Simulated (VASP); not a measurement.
Take MnO$_{2}$ (rutile), with a static lattice, in VASP with PAW potentials, and its lattice constant a.

Question: One run gives 4.420 Å. Which level is it?
A. PBE-D3 (zero damping)
B. optB86b-vdW
C. AM05
D. RPBE

Answer: A, PBE-D3 (zero damping).  The others give 4.383 (AM05), 4.473 (RPBE), 4.399 (optB86b-vdW).

Only levels that ran to the end are used. Left out are those held back, those with too coarse a band path, GW runs whose mesh misses a band edge, hybrids' fits of cells that aren't cubic and levels without matching references; a question may draw on a part of the rest.

The compound is MnO2 in the rutile structure.
